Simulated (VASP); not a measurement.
OSZICAR of a VASP run on C64:

**OSZICAR**
```
       N       E                     dE             d eps       ncg     rms          rms(c)
DAV:   1    -0.576330876401E+03   -0.57633E+03   -0.21051E-05   323   0.589E-03    0.667E-04
RMM:   2    -0.576330876531E+03   -0.13025E-06   -0.44676E-08   149   0.683E-04    0.383E-04
RMM:   3    -0.576330876713E+03   -0.18184E-06   -0.45490E-09   107   0.433E-04    0.529E-05
RMM:   4    -0.576330876743E+03   -0.30303E-07    0.00000E+00    96   0.394E-04
   1 F= -.57633088E+03 E0= -.57633088E+03  d E =-.692347E-13
```

Task: Which electronic solver shows in the log?

Result: It is blocked Davidson (ALGO = Normal, or the opening steps of other solvers) and then RMM-DIIS (ALGO = Fast or VeryFast). The INCAR had ALGO = Fast.

Task: Can the final energy be trusted as converged?

Result: The calculation finished and met its thresholds. It stopped with EDIFF = 1E-6, NELM = 100 (PBE GGA, plane waves, VASP's PBE PAW potentials (set 64)).  The supercell is sampled at Γ alone, which is coarse: total energies, pressure and levels can be off, energies of defects by several tenths of an eV.

The cell is a supercell, built from C (diamond).
